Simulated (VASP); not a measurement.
OSZICAR of a VASP run on GaP (zinc blende):

OSZICAR:
```
       N       E                     dE             d eps       ncg     rms          rms(c)
DAV:   1     0.858701793802E+02    0.85870E+02   -0.93968E+03   762   0.198E+03
DAV:   2     0.223591247630E+01   -0.83634E+02   -0.81207E+02   804   0.338E+02
DAV:   3    -0.442052233893E+01   -0.66564E+01   -0.66281E+01   984   0.764E+01
DAV:   4    -0.453439892424E+01   -0.11388E+00   -0.11382E+00   874   0.111E+01
DAV:   5    -0.453722485209E+01   -0.28259E-02   -0.28258E-02   956   0.148E+00    0.367E+00
DAV:   6    -0.427950706494E+01    0.25772E+00   -0.49997E-01  1123   0.113E+01    0.239E+00
DAV:   7    -0.425259161414E+01    0.26915E-01   -0.12653E-01   914   0.232E+00    0.108E+00
DAV:   8    -0.425210688934E+01    0.48472E-03   -0.12789E-02   872   0.174E+00    0.134E-01
DAV:   9    -0.425216785075E+01   -0.60961E-04   -0.15519E-03   991   0.796E-01    0.585E-02
DAV:  10    -0.425219574030E+01   -0.27890E-04   -0.94273E-05   864   0.949E-02    0.288E-02
DAV:  11    -0.425222198125E+01   -0.26241E-04   -0.27551E-05   814   0.543E-02    0.340E-03
DAV:  12    -0.425222200511E+01   -0.23858E-07   -0.13042E-06   937   0.149E-02    0.366E-03
DAV:  13    -0.425222221588E+01   -0.21078E-06   -0.34279E-07   854   0.462E-03    0.119E-03
DAV:  14    -0.425222217174E+01    0.44146E-07   -0.36969E-08   437   0.263E-03
   1 F= -.42522222E+01 E0= -.42522222E+01  d E =-.253855E-12
```

Problem. Which electronic solver shows in the log?

Solution. It is blocked Davidson (ALGO = Normal, or the opening steps of other solvers). The INCAR had ALGO = Normal.

Problem. Can the final energy be trusted as converged?

Solution. The run converged. It stopped with EDIFF = 1E-7, NELM = 100 (optB88-vdW, plane waves, VASP's PBE PAW potentials (set 64)).

The compound is GaP in the zinc blende structure. This cell is one point of a volume scan, at 0.97 of the reference volume.
